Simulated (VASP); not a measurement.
# PtC18 in VASP: further runs

One slab, PtC18, is run at these levels: PBEsol; tasks: single point.

Program: VASP 6.6.1. These are calculated values, not measurements. Logs are shortened: lines on timing, memory, paths and dates and some standing lists are left out, and cuts for length are marked.

### 1 The structure

The cell holds a slab with vacuum, 19 atoms: a = 7.398 Å, b = 7.398 Å, c = 12.000 Å, α = 90.00°, β = 90.00°, γ = 120.00°.

The cell was built by a generator and needn't be a form met in nature.

### 2 Single point, PBEsol

Input file INCAR:

```
PREC     = Accurate       # precision mode
ENCUT    = 520            # plane-wave cutoff, eV
EDIFF    = 1E-6           # SCF threshold, eV
ISMEAR   = 0              # smearing method
SIGMA    = 0.02           # smearing width, eV
LREAL    = Auto         
LASPH    = T              # aspherical terms in the spheres
NELM     = 80             # most SCF steps
ALGO     = Fast           # electronic algorithm
ISIF     = 2              # what is computed and relaxed
LWAVE    = F              # write WAVECAR
LCHARG   = F              # write CHGCAR
GGA      = PS             # functional
NBANDS   = 56             # bands
```

Input file KPOINTS:

```
Automatic mesh
0
Gamma
  2 2 1
```

Input file POSCAR:

```
PtC18
1.0
    7.3980000000      0.0000000000      0.0000000000
   -3.6990000000      6.4068560000      0.0000000000
    0.0000000000      0.0000000000     12.0000000000
C Pt
18 1
Direct
    0.0028190452     -0.0015360108      0.0796554167
    0.2243031968      0.1087310219      0.0811241667
    0.0031290446      0.3303186462      0.0804431667
    0.2243588168      0.4414656736      0.0787790000
   -0.0010836213      0.6632323249      0.0937000000
    0.2262945687      0.7757686453      0.0982491667
    0.3377567852      0.0000296557      0.0878062500
    0.5569526280      0.1081377512      0.0840945000
    0.3364916773      0.3310728382      0.0784688333
    0.5577419286      0.4419545250      0.0802800000
    0.3377744375      0.6635540115      0.0843983333
    0.5569469045      0.7753539333      0.0809334167
    0.6692586335     -0.0023097132      0.0825831667
    0.8906834882      0.1085946055      0.0797061667
    0.6687873073      0.3305927275      0.0826588333
    0.8883520958      0.4382648837      0.0863522500
    0.6690982391      0.6646022636      0.0792855000
    0.8880997030      0.7767238721      0.0825970833
    1.0725235077      0.6755293080      0.2563842500
```

Potentials or basis: VASP PAW PBE potentials, release 64 (C, Pt).

Command:

```bash
$ cat potpaw_PBE.64/C/POTCAR potpaw_PBE.64/Pt/POTCAR > POTCAR
$ mpirun -np 1 vasp_std > vasp.out
```

OUTCAR:

```text
PREC = Accurate
   ENCUT = 520
   EDIFF = 1E-6
   ISMEAR = 0
   LREAL = Auto
   LASPH = T
   NELM = 80
   ISIF = 2
   GGA = PS

 ion  position               nearest neighbor table
   1  0.003  0.998  0.080-   2 1.42  18 1.42  14 1.42
   2  0.224  0.109  0.081-   1 1.42   9 1.42   7 1.43
   3  0.003  0.330  0.080-   4 1.42  14 1.42  16 1.43
   4  0.224  0.441  0.079-   3 1.42  11 1.42   9 1.43
   5  0.999  0.663  0.094-  18 1.44  16 1.44   6 1.46  19 2.02
   6  0.226  0.776  0.098-   7 1.44  11 1.44   5 1.46  19 2.15
   7  0.338  0.000  0.088-   8 1.41   2 1.43   6 1.44
   8  0.557  0.108  0.084-   7 1.41  15 1.43  13 1.43
   9  0.336  0.331  0.078-  10 1.42   2 1.42   4 1.43
  10  0.558  0.442  0.080-   9 1.42  15 1.43  17 1.43
  11  0.338  0.664  0.084-  12 1.40   4 1.42   6 1.44
  12  0.557  0.775  0.081-  11 1.40  13 1.42  17 1.43
  13  0.669  0.998  0.083-  14 1.42  12 1.42   8 1.43
  14  0.891  0.109  0.080-  13 1.42   3 1.42   1 1.42
  15  0.669  0.331  0.083-  16 1.41  10 1.43   8 1.43
  16  0.888  0.438  0.086-  15 1.41   3 1.43   5 1.44  19 2.59
  17  0.669  0.665  0.079-  18 1.40  10 1.43  12 1.43
  18  0.888  0.777  0.083-  17 1.40   1 1.42   5 1.44
  19  0.073  0.676  0.256-   5 2.02   6 2.15  16 2.59

  LATTYP: Found a hexagonal cell.
 ALAT       =     7.3980000000
 C/A-ratio  =     1.6220600162

  Lattice vectors:

 A1 = (   7.3980000000,   0.0000000000,   0.0000000000)
 A2 = (  -3.6990000000,   6.4068560000,   0.0000000000)
 A3 = (   0.0000000000,   0.0000000000,  12.0000000000)

Analysis of symmetry for initial positions (statically):
=====================================================================
 Subroutine PRICEL returns:
 Original cell was already a primitive cell.

 Routine SETGRP: Setting up the symmetry group for a
 hexagonal supercell.

 Subroutine GETGRP returns: Found  1 space group operations
 (whereof  1 operations were pure point group operations)
 out of a pool of 24 trial point group operations.

The static configuration has the point symmetry C_1 .

Analysis of symmetry for dynamics (positions and initial velocities):
=====================================================================
 Subroutine PRICEL returns:
 Original cell was already a primitive cell.

 Routine SETGRP: Setting up the symmetry group for a
 hexagonal supercell.

 Subroutine GETGRP returns: Found  1 space group operations
 (whereof  1 operations were pure point group operations)
 out of a pool of 24 trial point group operations.

The dynamic configuration has the point symmetry C_1 .

 Subroutine INISYM returns: Found  1 space group operations
 (whereof  1 operations are pure point group operations),
 and found     1 'primitive' translations

----------------------------------------------------------------------------------------

                                     Primitive cell

  volume of cell :     568.7750

  direct lattice vectors                    reciprocal lattice vectors
     7.398000000  0.000000000  0.000000000     0.135171668  0.078041398  0.000000000
    -3.699000000  6.406856000  0.000000000     0.000000000  0.156082796  0.000000000
     0.000000000  0.000000000 12.000000000     0.000000000  0.000000000  0.083333333

  length of vectors
     7.398000000  7.398000054 12.000000000     0.156082797  0.156082796  0.083333333

  position of ions in fractional coordinates (direct lattice)
     0.002819045  0.998463989  0.079655417
     0.224303197  0.108731022  0.081124167
     0.003129045  0.330318646  0.080443167
     0.224358817  0.441465674  0.078779000
     0.998916379  0.663232325  0.093700000
     0.226294569  0.775768645  0.098249167
[... 11 lines left out ...]
     0.888099703  0.776723872  0.082597083
     0.072523508  0.675529308  0.256384250

  ion indices of the primitive-cell ions
   primitive index   ion index
                 1           1
                 2           2
                 3           3
                 4           4
                 5           5
                 6           6
[... 11 lines left out ...]
                18          18
                19          19

----------------------------------------------------------------------------------------

 KPOINTS: Automatic mesh

Automatic generation of k-mesh.
 Grid dimensions read from file:
 generate k-points for:    2    2    1

 Generating k-lattice:

  Cartesian coordinates                     Fractional coordinates (reciprocal lattice)
     0.067585834  0.039020699  0.000000000     0.500000000  0.000000000  0.000000000
     0.000000000  0.078041398  0.000000000     0.000000000  0.500000000  0.000000000
     0.000000000  0.000000000  0.083333333     0.000000000  0.000000000  1.000000000

  Length of vectors
     0.078041399  0.078041398  0.083333333

  Shift w.r.t. Gamma in fractional coordinates (k-lattice)
     0.000000000  0.000000000  0.000000000

 Subroutine IBZKPT returns following result:
 ===========================================

 Found      4 irreducible k-points:

 Following reciprocal coordinates:
            Coordinates               Weight
  0.000000  0.000000  0.000000      1.000000
  0.500000  0.000000  0.000000      1.000000
  0.000000  0.500000  0.000000      1.000000
  0.500000  0.500000  0.000000      1.000000
   k-points           NKPTS =      4   k-points in BZ     NKDIM =      4   number of bands    NBANDS=     56
   number of dos      NEDOS =    301   number of ions     NIONS =     19
   total plane-waves  NPLWV = 282240
   dimension x,y,z NGX =    56 NGY =   56 NGZ =   90
   dimension x,y,z NGXF=   112 NGYF=  112 NGZF=  180
   ions per type =              18   1
   NGX,Y,Z   is equivalent  to a cutoff of  12.58, 12.58, 12.47 a.u.
   NGXF,Y,Z  is equivalent  to a cutoff of  25.17, 25.17, 24.94 a.u.
 SYSTEM =  unknown system
   PREC   = accura    normal or accurate (medium, high low for compatibility)
   ISTART =      0    job   : 0-new  1-cont  2-samecut
   ICHARG =      2    charge: 1-file 2-atom 10-const
   ISPIN  =      1    spin polarized calculation?
   LNONCOLLINEAR =      F non collinear calculations
   LSORBIT =      F    spin-orbit coupling
   LASPH  =      T    aspherical Exc in radial PAW
   ENCUT  =  520.0 eV  38.22 Ry    6.18 a.u.  13.76 13.76 22.31*2*pi/ulx,y,z
   NELM   =     80;   NELMIN=  2; NELMDL= -5     # of ELM steps
   EDIFF  = 0.1E-05   stopping-criterion for ELM
   LREAL  =      T    real-space projection
   EDIFFG = 0.1E-04   stopping-criterion for IOM
   NSW    =      0    number of steps for IOM
   IBRION =     -1    ionic relax: 0-MD 1-quasi-New 2-CG
   NFREE  =      0    steps in history (QN), initial steepest desc. (CG)
   ISIF   =      2    stress and relaxation
   ISYM   =      2    0-nonsym 1-usesym 2-fastsym
   POTIM  = 0.5000    time-step for ionic-motion
   TEBEG  =    0.0;   TEEND  =   0.0 temperature during run
   PSTRESS=    0.0 pullay stress
   NELECT =      82.0000    total number of electrons
   NUPDOWN=      -1.0000    fix difference up-down
   EMIN   =  10.00;   EMAX   =-10.00  energy-range for DOS
   EFERMI =   0.00;   METHOD = LEGACY
   ISMEAR =     0;   SIGMA  =   0.02  broadening in eV -4-tet -1-fermi 0-gaus
   EFERMI_NEDOS =   21; number of points for ismear=-14 and -15
   IALGO  =     68    algorithm
   IMIX   =      4    mixing-type and parameters
     AMIX     =   0.40;   BMIX     =  1.00
     AMIX_MAG =   1.60;   BMIX_MAG =  1.00
  volume/ion in A,a.u.               =      29.94       202.01
  Fermi-wavevector in a.u.,A,eV,Ry     =   0.858419  1.622176 10.025902  0.736883
  Thomas-Fermi vector in A             =   1.975621
   LORBIT       =      0    0 simple, 1 ext, 2 COOP (PROOUT), +10 PAW based schemes
   GGA     = PS    functional components
   LHFCALC =     F    Hartree Fock is set to
   AEXX    =    0.0000 exact exchange contribution
   IVDW    =     0    specifies the selected vdW correction
   LEPSILON=     F    determine dielectric tensor
   LRPA    =     F    only Hartree local field effects (RPA)
 non-spin polarized calculation
 RMM-DIIS sequential band-by-band and
 Gauss-broadening in eV      SIGMA  =   0.02
  energy-cutoff  :      520.00
  volume of cell :      568.78
 maximum number of plane-waves:     15363
 NGX is ok and might be reduce to    56
   NGX = 27   NGY = 27   NGZ = 45

 number of electron      82.0000000 magnetization

 Free energy of the ion-electron system (eV)
  ---------------------------------------------------
  ext. energy  EPLUGINS =         0.00000000
  ---------------------------------------------------
  free energy    TOTEN  =      -175.95640546 eV

  energy without entropy =     -175.95640546  energy(sigma->0) =     -175.95640546

 E-fermi :  -1.2896     XC(G=0):  -4.1813

 val. band max:       -1.3877781831   @ k =   0.0000   0.0000   0.0000
 cond. band min:      -1.1081992593   @ k =   0.0000   0.0000   0.0000
 fundamental gap:      0.2795789237
 Fermi energy:        -1.2896353963

 k-point     1 :       0.0000    0.0000    0.0000
  band No.  band energies     occupation
      1     -20.9605      2.00000
      2     -18.6451      2.00000
      3     -18.3939      2.00000
      4     -18.3353      2.00000
      5     -18.2898      2.00000
      6     -18.2685      2.00000
[... 45 lines left out ...]
     52       4.0571      0.00000
     53       6.0554      0.00000

 k-point     2 :       0.5000    0.0000    0.0000
  band No.  band energies     occupation
      1     -20.3840      2.00000
      2     -20.2321      2.00000
      3     -19.0478      2.00000
      4     -18.9491      2.00000
      5     -16.6381      2.00000
      6     -16.5284      2.00000
[... 45 lines left out ...]
     52       4.7928      0.00000
     53       5.0499      0.00000

 k-point     3 :       0.0000    0.5000    0.0000
  band No.  band energies     occupation
      1     -20.3935      2.00000
      2     -20.2181      2.00000
      3     -19.0399      2.00000
      4     -18.9657      2.00000
      5     -16.6635      2.00000
      6     -16.5110      2.00000
[... 45 lines left out ...]
     52       4.8791      0.00000
     53       4.9486      0.00000

 k-point     4 :       0.5000    0.5000    0.0000
  band No.  band energies     occupation
      1     -20.3958      2.00000
      2     -20.2158      2.00000
      3     -19.0370      2.00000
      4     -18.9670      2.00000
      5     -16.6695      2.00000
      6     -16.5176      2.00000
[... 45 lines left out ...]
     52       3.9516      0.00000
     53       4.8662      0.00000
 [bands above 53 left out]

------------------------ aborting loop because EDIFF is reached ----------------------------------------

  FORCE on cell =-STRESS in cart. coord.  units (eV):
  Direction    XX          YY          ZZ          XY          YZ          ZX
  --------------------------------------------------------------------------------------
  -------------------------------------------------------------------------------------
  Total        0.1850163      2.1611926      0.1683385     -2.5743626      0.6898238      0.3921239
  in kB        0.5211706      6.0878441      0.4741913     -7.2516988      1.9431586      1.1045703
  external PRESSURE =       2.3610687 kB  Pullay stress =       0.0000000 kB

 VOLUME and BASIS-vectors are now :
 -----------------------------------------------------------------------------
  energy-cutoff  :      520.00
  volume of cell :      568.78
      direct lattice vectors                 reciprocal lattice vectors
     7.398000000  0.000000000  0.000000000     0.135171668  0.078041398  0.000000000
    -3.699000000  6.406856000  0.000000000     0.000000000  0.156082796  0.000000000
     0.000000000  0.000000000 12.000000000     0.000000000  0.000000000  0.083333333

 POSITION                                       TOTAL-FORCE (eV/Angst)
 -----------------------------------------------------------------------------------
     -3.67246      6.39701      0.95587        -0.011035     -0.018950      0.011482
      1.25720      0.69662      0.97349        -0.005517     -0.019827      0.004464
     -1.19870      2.11630      0.96532        -0.019805     -0.006092     -0.031560
      0.02683      2.82841      0.94535        -0.009790     -0.016631      0.008050
      4.93669      4.24923      1.12440        -0.049166     -0.049340     -0.041765
     -1.19544      4.97024      1.17899         0.010688     -0.008161      0.060625
[... 11 lines left out ...]
      3.69706      4.97636      0.99116         0.002074     -0.016864      0.023802
     -1.96225      4.32802      3.07661         0.189450      0.328336      0.133976
 -----------------------------------------------------------------------------------
    total drift:                                0.022324     -0.005369      0.001749

  FREE ENERGIE OF THE ION-ELECTRON SYSTEM (eV)
  ---------------------------------------------------
  free  energy   TOTEN  =      -175.9564054622 eV

  energy  without entropy=     -175.9564054622  energy(sigma->0) =     -175.95640546
```

It took 6.8 min on 1 thread of Intel Xeon Platinum 8175M at 2.50GHz (Skylake/Cascade Lake), shared host; peak memory 0.62 GiB.

Results:

| Item | Value |
| --- | --- |
| Free energy | -175.9564 eV |
| Largest force | 0.402 eV/Å |
| Band gap on the k mesh | 0.28 eV, direct |

Forces on the atoms (eV/Å):
```
C   -0.011 -0.019  0.011
C   -0.006 -0.020  0.004
C   -0.020 -0.006 -0.032
C   -0.010 -0.017  0.008
C   -0.049 -0.049 -0.042
C    0.011 -0.008  0.061
C   -0.007 -0.020  0.019
C   -0.007 -0.025 -0.025
C   -0.020 -0.011 -0.002
C   -0.004 -0.005 -0.011
C    0.000 -0.014  0.028
C   -0.011 -0.029  0.010
C   -0.008  0.002 -0.010
C   -0.013 -0.021 -0.011
C   -0.014 -0.010 -0.062
C   -0.008 -0.034 -0.104
C   -0.014 -0.025  0.001
C    0.002 -0.017  0.024
Pt   0.189  0.328  0.134
```

Caveat: the k mesh is coarse (spacing up to 0.49 Å⁻¹), so the values aren't converged; the PAW data sets were made with another functional, which shifts forces and pressure a little; spin-orbit coupling is left out, which moves the levels of the heavy elements.

[end of part 1 of 2]
